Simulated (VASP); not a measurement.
# BaZn in VASP: single point with r2SCAN+D4

Aim: the single point of BaZn with r2SCAN+D4.

Program: VASP 6.6.1. These are calculated values, not measurements. Logs are shortened: lines on timing, memory, paths and dates and some standing lists are left out, and cuts for length are marked.

**1. The slab as given**

The cell holds a slab with vacuum, 6 atoms: a = 5.768 Å, b = 4.079 Å, c = 19.768 Å, α = 90.00°, β = 90.00°, γ = 90.00°.

**2. Single point, r2SCAN+D4**

File POSCAR:

```
BaZn
1.0
    5.7678883989      0.0000000000      0.0000000000
    0.0000000000      4.0785130000      0.0000000000
    0.0000000000      0.0000000000     19.7678883989
Ba Zn
3 3
Direct
    0.0000000000      0.0000000000      0.3541096479
    0.5000000000      0.0000000000      0.5000000000
    1.0000000000      0.0000000000      0.6458903521
    0.5000000000      0.5000000000      0.3541096479
    1.0000000000      0.5000000000      0.5000000000
    0.5000000000      0.5000000000      0.6458903521
```

File INCAR.step1:

```
SYSTEM = BaZn
  PREC = Accurate
  ENCUT = 520
  ISMEAR = -1
  SIGMA = 0.3
  LREAL = .False.
  LASPH = .True.
  NELM = 100
  LDIPOL = .True.
  IDIPOL = 3
  DIPOL = 0.5 0.5 0.500
  NBANDS = 42
  GGA = PE
  ALGO = Normal
  EDIFF = 1E-4
  LWAVE = .True.
  LCHARG = .False.
```

File INCAR.step2:

```
SYSTEM = BaZn
  PREC = Accurate
  ENCUT = 520
  EDIFF = 1E-6
  ISMEAR = -1
  SIGMA = 0.3
  LREAL = .False.
  LASPH = .True.
  NELM = 100
  ALGO = Normal
  ISIF = 2
  LWAVE = .False.
  LCHARG = .False.
  LDIPOL = .True.
  IDIPOL = 3
  DIPOL = 0.5 0.5 0.500
  METAGGA = R2SCAN
  LMIXTAU = .True.
  IVDW = 13
  VDW_S6 = 1.0
  VDW_S8 = 0.6018749
  VDW_A1 = 0.51559235
  VDW_A2 = 5.77342911
  NBANDS = 42
  ISTART = 1
```

File KPOINTS:

```
regular mesh
0
Gamma
  3 4 1
  0 0 0
```

Potentials or basis: VASP PAW PBE potentials, release 64 (Ba_sv, Zn).

The run is started by

```
$ cat potpaw_PBE.64/Ba_sv/POTCAR potpaw_PBE.64/Zn/POTCAR > POTCAR
$ cp INCAR.step1 INCAR
$ mpirun -np 1 vasp_std > vasp.out
$ cp INCAR.step2 INCAR
$ mpirun -np 1 vasp_std > vasp.out
```

OUTCAR:

```text
SYSTEM = BaZn
   PREC = Accurate
   ENCUT = 520
   EDIFF = 1E-6
   ISMEAR = -1
   LREAL = .False.
   LASPH = .True.
   NELM = 100
   ISIF = 2
   METAGGA = R2SCAN
   IVDW = 13
   ISTART = 1

 ion  position               nearest neighbor table
   1  0.000  0.000  0.354-   5 3.53   5 3.53   4 3.53   4 3.53   4 3.53   4 3.53   2 4.08   2 4.08

   2  0.500  0.000  0.500-   4 3.53   6 3.53   4 3.53   6 3.53   5 3.53   5 3.53   5 3.53   5 3.53
                             1 4.08   3 4.08   1 4.08   3 4.08
   3  0.000  0.000  0.646-   5 3.53   5 3.53   6 3.53   6 3.53   6 3.53   6 3.53   2 4.08   2 4.08

   4  0.500  0.500  0.354-   2 3.53   2 3.53   1 3.53   1 3.53   1 3.53   1 3.53
   5  0.000  0.500  0.500-   1 3.53   3 3.53   1 3.53   3 3.53   2 3.53   2 3.53   2 3.53   2 3.53

   6  0.500  0.500  0.646-   2 3.53   2 3.53   3 3.53   3 3.53   3 3.53   3 3.53

  LATTYP: Found a simple orthorhombic cell.
 ALAT       =     4.0785130000
 B/A-ratio  =     1.4142135624
 C/A-ratio  =     4.8468371681

  Lattice vectors:

 A1 = (   0.0000000000,  -4.0785130000,   0.0000000000)
 A2 = (   5.7678883989,   0.0000000000,   0.0000000000)
 A3 = (   0.0000000000,   0.0000000000,  19.7678883989)

Analysis of symmetry for initial positions (statically):
=====================================================================
 Subroutine PRICEL returns:
 Original cell was already a primitive cell.

 Routine SETGRP: Setting up the symmetry group for a
 simple orthorhombic supercell.

 Subroutine GETGRP returns: Found  8 space group operations
 (whereof  8 operations were pure point group operations)
 out of a pool of  8 trial point group operations.

The static configuration has the point symmetry D_2h.

Analysis of symmetry for dynamics (positions and initial velocities):
=====================================================================
 Subroutine PRICEL returns:
 Original cell was already a primitive cell.

 Routine SETGRP: Setting up the symmetry group for a
 simple orthorhombic supercell.

 Subroutine GETGRP returns: Found  8 space group operations
 (whereof  8 operations were pure point group operations)
 out of a pool of  8 trial point group operations.

The dynamic configuration has the point symmetry D_2h.

 Subroutine INISYM returns: Found  8 space group operations
 (whereof  8 operations are pure point group operations),
 and found     1 'primitive' translations

----------------------------------------------------------------------------------------

                                     Primitive cell

  volume of cell :     465.0279

  direct lattice vectors                    reciprocal lattice vectors
     5.767888399  0.000000000  0.000000000     0.173373673  0.000000000  0.000000000
     0.000000000  4.078513000  0.000000000     0.000000000  0.245187400  0.000000000
     0.000000000  0.000000000 19.767888399     0.000000000  0.000000000  0.050587093

  length of vectors
     5.767888399  4.078513000 19.767888399     0.173373673  0.245187400  0.050587093

  position of ions in fractional coordinates (direct lattice)
     0.000000000  0.000000000  0.354109648
     0.500000000  0.000000000  0.500000000
     0.000000000  0.000000000  0.645890352
     0.500000000  0.500000000  0.354109648
     0.000000000  0.500000000  0.500000000
     0.500000000  0.500000000  0.645890352

  ion indices of the primitive-cell ions
   primitive index   ion index
                 1           1
                 2           2
                 3           3
                 4           4
                 5           5
                 6           6

----------------------------------------------------------------------------------------

 KPOINTS: regular mesh

Automatic generation of k-mesh.
 Grid dimensions read from file:
 generate k-points for:    3    4    1

 Generating k-lattice:

  Cartesian coordinates                     Fractional coordinates (reciprocal lattice)
     0.057791224  0.000000000  0.000000000     0.333333333  0.000000000  0.000000000
     0.000000000  0.061296850  0.000000000     0.000000000  0.250000000  0.000000000
     0.000000000  0.000000000  0.050587093     0.000000000  0.000000000  1.000000000

  Length of vectors
     0.057791224  0.061296850  0.050587093

  Shift w.r.t. Gamma in fractional coordinates (k-lattice)
     0.000000000  0.000000000  0.000000000

 Subroutine IBZKPT returns following result:
 ===========================================

 Found      6 irreducible k-points:

 Following reciprocal coordinates:
            Coordinates               Weight
  0.000000  0.000000  0.000000      1.000000
  0.333333  0.000000  0.000000      2.000000
  0.000000  0.250000  0.000000      2.000000
  0.333333  0.250000  0.000000      4.000000
  0.000000  0.500000  0.000000      1.000000
  0.333333  0.500000  0.000000      2.000000
   k-points           NKPTS =      6   k-points in BZ     NKDIM =      6   number of bands    NBANDS=     42
   number of dos      NEDOS =    301   number of ions     NIONS =      6
   total plane-waves  NPLWV = 216000
   dimension x,y,z NGX =    48 NGY =   30 NGZ =  150
   dimension x,y,z NGXF=    96 NGYF=   60 NGZF=  300
   ions per type =               3   3
   NGX,Y,Z   is equivalent  to a cutoff of  13.83, 12.23, 12.61 a.u.
   NGXF,Y,Z  is equivalent  to a cutoff of  27.67, 24.46, 25.23 a.u.
 SYSTEM =  BaZn
   PREC   = accura    normal or accurate (medium, high low for compatibility)
   ISTART =      1    job   : 0-new  1-cont  2-samecut
   ICHARG =      0    charge: 1-file 2-atom 10-const
   ISPIN  =      1    spin polarized calculation?
   LNONCOLLINEAR =      F non collinear calculations
   LSORBIT =      F    spin-orbit coupling
   LASPH  =      T    aspherical Exc in radial PAW
   ENCUT  =  520.0 eV  38.22 Ry    6.18 a.u.  10.72  7.58 36.76*2*pi/ulx,y,z
   NELM   =    100;   NELMIN=  2; NELMDL=  0     # of ELM steps
   EDIFF  = 0.1E-05   stopping-criterion for ELM
   LREAL  =      F    real-space projection
   EDIFFG = 0.1E-04   stopping-criterion for IOM
   NSW    =      0    number of steps for IOM
   IBRION =     -1    ionic relax: 0-MD 1-quasi-New 2-CG
   NFREE  =      0    steps in history (QN), initial steepest desc. (CG)
   ISIF   =      2    stress and relaxation
   ISYM   =      2    0-nonsym 1-usesym 2-fastsym
   POTIM  = 0.5000    time-step for ionic-motion
   TEBEG  =    0.0;   TEEND  =   0.0 temperature during run
   PSTRESS=    0.0 pullay stress
   NELECT =      66.0000    total number of electrons
   NUPDOWN=      -1.0000    fix difference up-down
   EMIN   =  10.00;   EMAX   =-10.00  energy-range for DOS
   EFERMI =   0.00;   METHOD = LEGACY
   ISMEAR =    -1;   SIGMA  =   0.30  broadening in eV -4-tet -1-fermi 0-gaus
   EFERMI_NEDOS =   21; number of points for ismear=-14 and -15
   IALGO  =     38    algorithm
   IMIX   =      4    mixing-type and parameters
     AMIX     =   0.40;   BMIX     =  1.00
     AMIX_MAG =   1.60;   BMIX_MAG =  1.00
  volume/ion in A,a.u.               =      77.50       523.03
  Fermi-wavevector in a.u.,A,eV,Ry     =   0.853945  1.613722  9.921665  0.729222
  Thomas-Fermi vector in A             =   1.970465
   LORBIT       =      0    0 simple, 1 ext, 2 COOP (PROOUT), +10 PAW based schemes
   METAGGA = R2SCAN    functional components
   LHFCALC =     F    Hartree Fock is set to
   AEXX    =    0.0000 exact exchange contribution
   IVDW    =    13    specifies the selected vdW correction
   LEPSILON=     F    determine dielectric tensor
   LRPA    =     F    only Hartree local field effects (RPA)
 non-spin polarized calculation
  energy-cutoff  :      520.00
  volume of cell :      465.03
 maximum number of plane-waves:     12556
 NGX is ok and might be reduce to    48
   NGX = 21   NGY = 15   NGZ = 73

 number of electron      66.0000000 magnetization

 dipolmoment           0.000000      0.000000     -0.000000 electrons x Angstroem

 Free energy of the ion-electron system (eV)
  ---------------------------------------------------
  ext. energy  EPLUGINS =         0.00000000
  ---------------------------------------------------
  free energy    TOTEN  =      -106.23995629 eV

  energy without entropy =     -104.60153821  energy(sigma->0) =     -105.42074725

 E-fermi :  -0.5186     XC(G=0):  -4.9404

 val. band max:       -0.5312163301   @ k =   0.0000   0.0000   0.0000
 cond. band min:      -0.4607600702   @ k =   0.3333   0.2500   0.0000
 fundamental gap:      0.0704562599
 Fermi energy:        -0.5186098344

 k-point     1 :       0.0000    0.0000    0.0000
  band No.  band energies     occupation
      1     -30.2845      2.00000
      2     -30.2817      2.00000
      3     -29.9177      2.00000
      4     -15.2306      2.00000
      5     -15.1769      2.00000
      6     -15.1442      2.00000
[... 34 lines left out ...]
     41       1.8936      0.00064
     42       2.3698      0.00013

 k-point     2 :       0.3333    0.0000    0.0000
  band No.  band energies     occupation
      1     -30.2821      2.00000
      2     -30.2811      2.00000
      3     -29.9192      2.00000
      4     -15.2708      2.00000
      5     -15.2350      2.00000
      6     -15.1443      2.00000
[... 34 lines left out ...]
     41       1.6676      0.00137
     42       1.6685      0.00136

 k-point     3 :       0.0000    0.2500    0.0000
  band No.  band energies     occupation
      1     -30.2627      2.00000
      2     -30.2600      2.00000
      3     -29.8959      2.00000
      4     -15.1923      2.00000
      5     -15.1412      2.00000
      6     -15.1074      2.00000
[... 34 lines left out ...]
     41       1.9009      0.00063
     42       1.9416      0.00055

 k-point     4 :       0.3333    0.2500    0.0000
  band No.  band energies     occupation
      1     -30.2605      2.00000
      2     -30.2596      2.00000
      3     -29.8975      2.00000
      4     -15.2231      2.00000
      5     -15.1860      2.00000
      6     -15.1053      2.00000
[... 34 lines left out ...]
     41       1.8170      0.00083
     42       2.0361      0.00040

 k-point     5 :       0.0000    0.5000    0.0000
  band No.  band energies     occupation
      1     -30.2407      2.00000
      2     -30.2382      2.00000
      3     -29.8740      2.00000
      4     -15.3929      2.00000
      5     -15.3709      2.00000
      6     -15.1517      2.00000
[... 34 lines left out ...]
     41       2.0968      0.00033
     42       2.3444      0.00014

 k-point     6 :       0.3333    0.5000    0.0000
  band No.  band energies     occupation
      1     -30.2387      2.00000
      2     -30.2379      2.00000
      3     -29.8755      2.00000
      4     -15.3723      2.00000
      5     -15.3625      2.00000
      6     -15.1724      2.00000
[... 34 lines left out ...]
     41       1.8254      0.00081
     42       2.1981      0.00023

------------------------ aborting loop because EDIFF is reached ----------------------------------------

 vacuum level on the upper side and lower side of the slab       (xc-potential included)        -0.236        -0.236

  DFT-D4 for vdW energy calculation

  Edisp (eV):   -0.25067

  FORCE on cell =-STRESS in cart. coord.  units (eV):
  Direction    XX          YY          ZZ          XY          YZ          ZX
  --------------------------------------------------------------------------------------
  -------------------------------------------------------------------------------------
  Total      -1.38063    -0.03706    -0.63914     0.00000     0.00000     0.00000
  in kB      -4.75674    -0.12770    -2.20204     0.00000     0.00000     0.00000
  external pressure =       -2.36 kB  Pullay stress =        0.00 kB

 VOLUME and BASIS-vectors are now :
 -----------------------------------------------------------------------------
  energy-cutoff  :      520.00
  volume of cell :      465.03
      direct lattice vectors                 reciprocal lattice vectors
     5.767888399  0.000000000  0.000000000     0.173373673  0.000000000  0.000000000
     0.000000000  4.078513000  0.000000000     0.000000000  0.245187400  0.000000000
     0.000000000  0.000000000 19.767888399     0.000000000  0.000000000  0.050587093

 POSITION                                       TOTAL-FORCE (eV/Angst)
 -----------------------------------------------------------------------------------
      0.00000      0.00000      7.00000         0.000000      0.000000     -0.092714
      2.88394      0.00000      9.88394         0.000000      0.000000      0.000000
      0.00000      0.00000     12.76789         0.000000      0.000000      0.092714
      2.88394      2.03926      7.00000         0.000000      0.000000      0.176451
      0.00000      2.03926      9.88394         0.000000      0.000000      0.000000
      2.88394      2.03926     12.76789         0.000000      0.000000     -0.176451
 -----------------------------------------------------------------------------------
    total drift:                                0.000000      0.000000      0.000000

  FREE ENERGIE OF THE ION-ELECTRON SYSTEM (eV)
  ---------------------------------------------------
  free  energy   TOTEN  =      -106.4906215315 eV

  energy  without entropy=     -104.8522034544  energy(sigma->0) =     -105.67141249

 vacuum level on the upper side and lower side of the slab         2.204         2.204
```

It took 9.3 min on 1 thread of Intel Xeon Platinum 8259CL at 2.50GHz (Skylake/Cascade Lake), shared host; peak memory 0.59 GiB.

Results:

```
Free energy                : -106.4906 eV
Largest force              : 0.176 eV/Å
Band gap on the k mesh     : none (metal or under the smearing width)
Dispersion energy per atom : -0.042 eV
```

Forces in eV/Å, atoms in the order of the input:
```
Ba   0.000  0.000 -0.093
Ba   0.000  0.000  0.000
Ba   0.000  0.000  0.093
Zn   0.000  0.000  0.176
Zn   0.000  0.000  0.000
Zn   0.000  0.000 -0.176
```

Levels at points of the mesh, in eV from the Fermi level:
```
           k point  band 29  band 30  band 31  band 32  band 33  band 34  band 35  band 36  band 37  band 38
(0.00, 0.00, 0.00)    -4.49    -3.98    -0.20    -0.01     0.53     0.61     0.64     0.65     1.41     1.62
(0.00, 0.50, 0.00)    -3.36    -2.50    -1.50    -1.13    -1.03    -0.73    -0.53    -0.34     0.96     1.47
```

Caveat: the k mesh is coarse (spacing up to 0.39 Å⁻¹), so the values aren't converged; the PAW data sets were made with another functional, which shifts forces and pressure a little. Spin-orbit coupling is left out, which matters for the levels of Ba.
